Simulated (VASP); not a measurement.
An input for Ansatz (written as the equivalent of a VASP run, and not itself run):

Ansatz 0.2 input:
```yaml
crystal:
  lattice:
    - [2.7456684, 0.0000000, 0.0000000]
    - [0.0000000, 2.7456684, 0.0000000]
    - [0.0000000, 0.0000000, 2.7456684]
  atoms:
    - { symbol: Zn, position: [0.5000000, 0.5000000, 0.5000000] }
    - { symbol: Cu, position: [0.0000000, 0.0000000, 0.0000000] }
kpoints:
  mp_grid: { grid: [13, 13, 13] }
hamiltonian:
  xc: lda
  pseudopotentials: { kind: paw }
scf:
  occupations: { method: methfessel_paxton, width: 0.1 }
  max_iter: 100
relax:
  max_steps: 40
  f_tol: 0.02
  cell: { p_target: 30 }
output: { forces: true, stress: true, eigenvalues: true }
```

### Question
Write the VASP files for the same calculation (LDA).

### Answer
Several could match; the one computed here: 
**KPOINTS**
```
K-points
0
G
 13 13 13
0 0 0
```

File POSCAR:
```
CuZn
1
    2.7456683692     0.0000000000     0.0000000000
    0.0000000000     2.7456683692    -0.0000000000
   -0.0000000000    -0.0000000000     2.7456683692
Zn Cu
1 1
Direct
  0.5000000000   0.5000000000   0.5000000000
  0.0000000000   0.0000000000   0.0000000000
```

**INCAR**
```
# general
SYSTEM   =  CuZn
PREC     =  Accurate
ENCUT    =  500   # plane-wave cut-off (eV)
LREAL    =  .FALSE.
LASPH    =  .TRUE.   # aspherical one-centre terms

# electronic loop
EDIFF    =  1E-6   # SCF stop (eV)
NELM     =  100   # most electronic steps
ALGO     =  Normal   # blocked Davidson
LMAXMIX  =  4   # l cut-off of mixed one-centre charges

# smearing
ISMEAR   =  1   # Methfessel-Paxton
SIGMA    =  0.1

# ions
IBRION   =  2   # conjugate gradients
NSW      =  40   # most ionic steps
ISIF     =  3   # ions, shape and volume
EDIFFG   =  -0.02   # ionic stop
PSTRESS  =  300

# output
LWAVE    =  .FALSE.
LCHARG   =  .FALSE.
```

POTCAR, in this order: Zn Cu (LDA.64 set). Program: vasp_std.

What does not carry over: each code has its own PAW files, so the cut-off isn't converted (ENCUT is set for VASP's; basis.ecutwfc is left out, and Ansatz then takes the one that its files recommend); Ansatz stops its SCF on the density residual and VASP on the energy change (EDIFF); Ansatz's lda is the Perdew-Wang form, while the LDA potentials of VASP carry Perdew-Zunger's.

The compound is CuZn in the CsCl type structure. It was relaxed first under an external pressure of 30 GPa.
